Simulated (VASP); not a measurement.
A cell of DyBi (relaxed from the NiAs structure, space group P6_3/mmc) near equilibrium:

```
CELL_PARAMETERS angstrom
      4.37885     0.00000     0.00000
     -2.18942     3.79219     0.00000
      0.00000     0.00000     7.47990
ATOMIC_POSITIONS crystal
  Dy 0.00000 0.00000 0.00000
  Dy 0.00000 0.00000 0.50000
  Bi 0.33333 0.66667 0.25000
  Bi 0.66667 0.33333 0.75000
```

The numbers are results of PBEsol GGA, VASP's PBE PAW potentials (set 64) (plane waves; VASP), not measurements.

The 4f electrons are frozen in the core of the lanthanide potential, so 4f levels, which can set the real gap, and their magnetism are missing.

```
run               ΔE (meV/atom)    σxx    σyy   σzz  largest shear component, with its sign (GPa)  largest force (eV/Å)
----------------  -------------  -----  -----  ----  --------------------------------------------  --------------------
as it is                    0.0  -0.01  -0.01  0.09                                          0.00                 0.000
after one change            3.0   0.65   0.65  1.86                                          0.00                 0.000
```
Stress is in GPa, positive when the cell is compressed.

Task: What was changed between the two runs?
A) uniaxial strain of -1.5 % along z
B) atom 3 (Bi) moved by -0.025 Å along x
C) isotropic strain of -1.5 %

Result: A, uniaxial strain of -1.5 % along z

The structure was generated: DyBi was put into the NiAs type (P6_3/mmc), which need not be its known phase.
